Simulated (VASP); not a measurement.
Method: PBEsol GGA with spin-orbit coupling, VASP's PBE PAW potentials (set 64) (plane waves; VASP 6.6.1).

A VASP calculation is set up with these files.

### INCAR
```
# general
SYSTEM      =  CoGe
PREC        =  Accurate
ENCUT       =  400   # plane-wave cut-off (eV)
LREAL       =  .FALSE.
LASPH       =  .TRUE.   # aspherical one-centre terms

# electronic loop
EDIFF       =  1E-6   # SCF stop (eV)
NELM        =  100
ALGO        =  Normal   # blocked Davidson
LMAXMIX     =  4   # l cut-off of mixed one-centre charges

# smearing
ISMEAR      =  0   # Gaussian
SIGMA       =  0.05   # width (eV)

# functional
GGA         =  PS   # PBEsol
GGA_COMPAT  =  .FALSE.

# spin
MAGMOM      =  2*0 0.7 2*0 0.0
LSORBIT     =  .TRUE.

# output
LWAVE       =  .FALSE.
LCHARG      =  .FALSE.
LORBIT      =  11
```

File KPOINTS_OPT:
```
k-points along high-symmetry lines
8
Line-mode
Reciprocal
  0.000000   0.000000   0.000000 ! GAMMA
  0.000000   0.500000   0.000000 ! X

  0.000000   0.500000   0.000000 ! X
  0.500000   0.500000   0.000000 ! M

  0.500000   0.500000   0.000000 ! M
  0.000000   0.000000   0.000000 ! GAMMA

  0.000000   0.000000   0.000000 ! GAMMA
  0.500000   0.500000   0.500000 ! R

  0.500000   0.500000   0.500000 ! R
  0.000000   0.500000   0.000000 ! X

  0.500000   0.500000   0.500000 ! R
  0.500000   0.500000   0.000000 ! M
```

**POSCAR**
```
CoGe
1
    2.8797106620     0.0000000000     0.0000000000
    0.0000000000     2.8797106620     0.0000000000
    0.0000000000    -0.0000000000     2.8797106620
Co Ge
1 1
Direct
  0.0000000000   0.0000000000   0.0000000000
  0.5000000000   0.5000000000   0.5000000000
```

KPOINTS:
```
Automatic
0
gamma
 11 11 11
```

POTCAR, in this order: Co Ge_d (PBE.64 set). Program: vasp_ncl.

Predict the energy per atom (σ→0), band gap (over mesh and band path).

| Property | Result |
|---|---|
| energy per atom (σ→0) | -6.457 eV/atom |
| band gap (over mesh and band path) | none (metal, semimetal or under 0.01 eV) |

File OSZICAR:
```
...
DAV:  15    -0.129147436908E+02    0.38620E-04   -0.10635E-03 11388   0.274E-01    0.153E-02
DAV:  16    -0.129147142428E+02    0.29448E-04   -0.28707E-04 11442   0.139E-01    0.648E-03
DAV:  17    -0.129147176638E+02   -0.34210E-05   -0.11009E-04  9950   0.953E-02    0.501E-03
DAV:  18    -0.129147130136E+02    0.46502E-05   -0.94714E-05  9878   0.895E-02    0.290E-03
DAV:  19    -0.129147113980E+02    0.16156E-05   -0.23183E-05 10020   0.436E-02    0.164E-03
DAV:  20    -0.129147112812E+02    0.11678E-06   -0.76170E-06  9990   0.256E-02
   1 F= -.12914711E+02 E0= -.12913579E+02  d E =-.226380E-02  mag=     0.0000     0.0000     0.6948
       N       E                     dE             ncg
```

The structure was generated: CoGe was put into the CsCl type (Pm-3m), which need not be its known phase. It was relaxed first.
